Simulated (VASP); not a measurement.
Level of theory: PBEsol GGA, VASP's PBE PAW potentials (set 64) (plane waves; VASP).

The input files of a VASP run:

POSCAR:
```
YB
1
    4.3439149489    -0.0000000000     0.0000000000
   -2.1719574744     3.7619403655    -0.0000000000
   -0.0000000000     0.0000000000     5.3454689120
Y B
2 2
Direct
  0.3333330000   0.6666670000   0.9376211857
  0.6666670000   0.3333330000   0.4376211857
  0.3333330000   0.6666670000   0.4373788143
  0.6666670000   0.3333330000   0.9373788143
```

### KPOINTS
```
Automatic mesh
0
G
 7 7 5
```

### INCAR
```
# general
SYSTEM =YB
PREC   =Accurate
ENCUT  =520
LREAL  =F
LASPH  =T

# electronic loop
EDIFF  =1E-6
NELM   =100
ALGO   =Normal
LMAXMIX=4

# smearing
ISMEAR =1
SIGMA  =0.1

# functional
GGA    =PS

# ions
IBRION =2
NSW    =60
ISIF   =3
EDIFFG =-0.02

# output
LWAVE  =F
LCHARG =F
```

POTCAR, in this order: Y_sv B (PBE.64 set). Program: vasp_std.

Output of the run:

OSZICAR:
```
       N       E                     dE             d eps       ncg     rms          rms(c)
DAV:   1     0.116266198423E+03    0.11627E+03   -0.14087E+04   864   0.146E+03
DAV:   2    -0.179689031883E+02   -0.13424E+03   -0.13215E+03  1128   0.306E+02
DAV:   3    -0.269900238028E+02   -0.90211E+01   -0.88959E+01  1480   0.522E+01
DAV:   4    -0.273927811323E+02   -0.40276E+00   -0.40169E+00  1118   0.109E+01
DAV:   5    -0.274070383307E+02   -0.14257E-01   -0.14253E-01  1226   0.166E+00    0.429E+01
DAV:   6    -0.249353037231E+02    0.24717E+01   -0.85227E+00   950   0.123E+01    0.311E+01
DAV:   7    -0.249600926056E+02   -0.24789E-01   -0.29826E+00  1372   0.745E+00    0.790E+00
DAV:   8    -0.248982281872E+02    0.61864E-01   -0.71218E-01   928   0.389E+00    0.872E-01
DAV:   9    -0.248969831765E+02    0.12450E-02   -0.36832E-02  1084   0.108E+00    0.412E-01
DAV:  10    -0.248965770062E+02    0.40617E-03   -0.26296E-03  1360   0.347E-01    0.280E-01
DAV:  11    -0.248965826450E+02   -0.56387E-05   -0.26582E-04  1278   0.101E-01    0.109E-01
DAV:  12    -0.248965755745E+02    0.70704E-05   -0.68439E-05   938   0.639E-02    0.285E-02
DAV:  13    -0.248965760455E+02   -0.47090E-06   -0.30977E-06   796   0.142E-02
   1 F= -.24896576E+02 E0= -.24897385E+02  d E =-.248966E+02
       N       E                     dE             d eps       ncg     rms          rms(c)
DAV:   1    -0.248997819780E+02   -0.32064E-02   -0.12326E-01   864   0.257E+00    0.559E-01
DAV:   2    -0.248980459670E+02    0.17360E-02   -0.48149E-03  1064   0.453E-01    0.149E-01
DAV:   3    -0.248974154328E+02    0.63053E-03   -0.11428E-03  1088   0.230E-01    0.102E-01
DAV:   4    -0.248973810390E+02    0.34394E-04   -0.13874E-04  1268   0.742E-02    0.727E-02
DAV:   5    -0.248973823024E+02   -0.12634E-05   -0.33015E-05  1250   0.357E-02    0.167E-02
DAV:   6    -0.248973816034E+02    0.69901E-06   -0.45882E-06   754   0.116E-02
   2 F= -.24897382E+02 E0= -.24898242E+02  d E =-.805558E-03
       N       E                     dE             d eps       ncg     rms          rms(c)
DAV:   1    -0.248980615395E+02   -0.67924E-03   -0.30827E-02   864   0.129E+00    0.280E-01
DAV:   2    -0.248976268605E+02    0.43468E-03   -0.12135E-03  1066   0.227E-01    0.739E-02
DAV:   3    -0.248974711195E+02    0.15574E-03   -0.28131E-04  1090   0.114E-01    0.528E-02
DAV:   4    -0.248974623462E+02    0.87733E-05   -0.35574E-05  1266   0.376E-02    0.373E-02
DAV:   5    -0.248974633760E+02   -0.10298E-05   -0.84089E-06  1142   0.182E-02    0.820E-03
DAV:   6    -0.248974631167E+02    0.25929E-06   -0.10108E-06   478   0.597E-03
   3 F= -.24897463E+02 E0= -.24898327E+02  d E =-.887071E-03
       N       E                     dE             d eps       ncg     rms          rms(c)
DAV:   1    -0.248991789779E+02   -0.17156E-02   -0.41758E-02  1184   0.146E+00    0.336E-01
DAV:   2    -0.248978644349E+02    0.13145E-02   -0.38036E-03   962   0.430E-01    0.155E-01
DAV:   3    -0.248974520694E+02    0.41237E-03   -0.33239E-03  1372   0.294E-01    0.118E-01
DAV:   4    -0.248974939277E+02   -0.41858E-04   -0.16647E-04  1206   0.748E-02    0.105E-01
DAV:   5    -0.248975485956E+02   -0.54668E-04   -0.10647E-04  1380   0.401E-02    0.270E-02
DAV:   6    -0.248975485882E+02    0.74556E-08   -0.76855E-06   910   0.204E-02
   4 F= -.24897549E+02 E0= -.24898385E+02  d E =-.854715E-04
```

OUTCAR:
```
------------------------ aborting loop because EDIFF is reached ----------------------------------------
  FORCE on cell =-STRESS in cart. coord.  units (eV):
  Direction    XX          YY          ZZ          XY          YZ          ZX
  --------------------------------------------------------------------------------------
  Total       -0.0333927     -0.0333927     -0.0217959     -0.0000000     -0.0000000      0.0000000
  in kB       -0.6116623     -0.6116622     -0.3992410     -0.0000000     -0.0000000      0.0000000
  external PRESSURE =      -0.5408552 kB  Pullay stress =       0.0000000 kB
  volume of cell :       87.47
      direct lattice vectors                 reciprocal lattice vectors
     4.357989840  0.000000000 -0.000000000     0.229463591  0.132480878 -0.000000000
    -2.178994920  3.774129575 -0.000000000    -0.000000000  0.264961756 -0.000000000
     0.000000000  0.000000000  5.317994913     0.000000000  0.000000000  0.188040797
 POSITION                                       TOTAL-FORCE (eV/Angst)
 -----------------------------------------------------------------------------------
     -0.00000      2.51609      4.98587        -0.000000     -0.000000     -0.001313
      2.17900      1.25804      2.32687         0.000000      0.000000     -0.001313
     -0.00000      2.51609      2.32638        -0.000000      0.000000      0.001313
      2.17900      1.25804      4.98537         0.000000     -0.000000      0.001313
 -----------------------------------------------------------------------------------
    total drift:                               -0.001410      0.000814     -0.000034
  FREE ENERGIE OF THE ION-ELECTRON SYSTEM (eV)
  ---------------------------------------------------
  free  energy   TOTEN  =       -24.8975485882 eV

  energy  without entropy=      -24.9000578693  energy(sigma->0) =      -24.89838502

 reached required accuracy - stopping structural energy minimisation
```
(Selected blocks of OUTCAR.)

File CONTCAR:
```
YB
   1.00000000000000
     4.3579898398114798    0.0000000000001874   -0.0000000000000000
    -2.1789949198554157    3.7741295753518904   -0.0000000000000000
     0.0000000000000000    0.0000000000000000    5.3179949127091035
  Y               B
     2     2
Direct
     0.3333330000000032    0.6666669999999968    0.9375464860607632
     0.6666669999999968    0.3333330000000032    0.4375464860607631
     0.3333330000000032    0.6666669999999968    0.4374535139392369
     0.6666669999999968    0.3333330000000032    0.9374535139392368
```

**OUTCAR**
```
 val. band max:        1.8197437897   @ k =   0.2857   0.0000   0.0000

 cond. band min:       1.8434451355   @ k =   0.1429   0.1429   0.0000


 Fermi energy:         1.8217542301

 k-point     1 :       0.0000    0.0000    0.0000
  band No.  band energies     occupation
      1     -39.4936      2.00000
      2     -39.4373      2.00000
      3     -19.7319      2.00000
      4     -19.6025      2.00000
      5     -19.6025      2.00000
      6     -19.4656      2.00000
      7     -19.4656      2.00000
      8     -19.3281      2.00000
      9      -5.0477      2.00000
     10      -3.4890      2.00000
     11       1.3091      2.00000
     12       1.3091      2.00000
     13       1.3814      2.00000
     14       1.3814      2.00000
     15       1.4920      2.00003
     16       4.2401      0.00000
     17       4.2402      0.00000
     18       4.5379      0.00000

 k-point     2 :       0.1429    0.0000    0.0000
  band No.  band energies     occupation
      1     -39.4904      2.00000
      2     -39.4390      2.00000
      3     -19.7130      2.00000
      4     -19.6162      2.00000
      5     -19.6126      2.00000
      6     -19.4869      2.00000
      7     -19.4644      2.00000
      8     -19.3446      2.00000
      9      -4.8547      2.00000
     10      -3.3997      2.00000
     11       1.0051      2.00000
     12       1.3763      2.00000
     13       1.4387      2.00000
     14       1.4753      2.00001
     15       1.6449      2.03138
     16       3.4043     -0.00000
     17       4.0407      0.00000
     18       5.3048      0.00000

 k-point     3 :       0.2857    0.0000    0.0000
  band No.  band energies     occupation
      1     -39.4822      2.00000
      2     -39.4441      2.00000
      3     -19.6625      2.00000
      4     -19.6473      2.00000
      5     -19.6338      2.00000
      6     -19.5337      2.00000
      7     -19.4630      2.00000
      8     -19.3899      2.00000
      9      -4.3669      2.00000
...
```

The structure was generated: YB was put into the wurtzite type (P6_3mc), which need not be its known phase. This run relaxes it. It ends in space group P6_3/mmc. Symmetry was kept, so distortions that lower it aren't found. The start is the result of an earlier pass.
